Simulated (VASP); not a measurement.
VASP runs on Sc$_{3}$InN (space group Pm-3m) share one base input (LDA (Ceperley-Alder, Perdew-Zunger), plane waves, VASP's LDA PAW potentials (set 64)) and change the settings named in each case.

**KPOINTS**
```
Automatic
0
Gamma
6 6 6
```

INCAR:
```
SYSTEM = Sc3InN
PREC = Accurate; ENCUT = 400; LREAL = .FALSE.
LASPH = .TRUE.
EDIFF = 1E-6; NELM = 100; ALGO = Normal
LMAXMIX = 4
ISMEAR = -1; SIGMA = 0.1
ISIF = 2
LWAVE = .FALSE.; LCHARG = .FALSE.
```

POSCAR:
```
Sc3InN
1
    4.4059420000     0.0000000000     0.0000000000
    0.0000000000     4.4059420000     0.0000000000
    0.0000000000     0.0000000000     4.4059420000
In N Sc
1 1 3
Direct
  0.0000000000   0.0000000000   0.0000000000
  0.5000000000   0.5000000000   0.5000000000
  0.5000000000   0.5000000000   0.0000000000
  0.0000000000   0.5000000000   0.5000000000
  0.5000000000   0.0000000000   0.5000000000
```

POTCAR, in this order: In_d N Sc_sv (LDA.64 set). Program: vasp_std.

```tsv
change	E(σ→0) (eV/atom)	pressure (GPa)	−TS (eV)
base run	-7.7860	-3.28	-0.0794
GGA = PS, POTCAR In_d N Sc_sv (PBE.64 set)	-7.5051	0.32	-0.0794
GGA_COMPAT = .FALSE., LNONCOLLINEAR = .TRUE., LSORBIT = .TRUE., MAGMOM = 0.0 0.0 0.0 0.0 0.0 0.0 0.0 0.0 0.0 0.0 0.0 0.0 0.0 0.0 0.0, program vasp_ncl	-7.7967	-3.30	-0.0794
KPOINTS 4×4×4 Γ-centred mesh	-7.7860	-3.22	-0.0816
```
 Energies of different potentials or functionals have different zeros.  Unless said otherwise, spin-orbit coupling is left out, though it shifts the bands of the heavy elements here. At 400 eV the pressure can carry a Pulay error.

Left out are runs that ran out of time, are held back, or changed the cell or the kind of run, fixed moments of cells without a moment, rows past the twelfth, gaps on odd meshes, pressures of charged cells and columns that move by less than the noise.

The structure comes from a measured Sc3InN entry of the Crystallography Open Database, whose conditions weren't checked. The cell was not relaxed at this level, its lattice was scaled by up to 2.5 %.
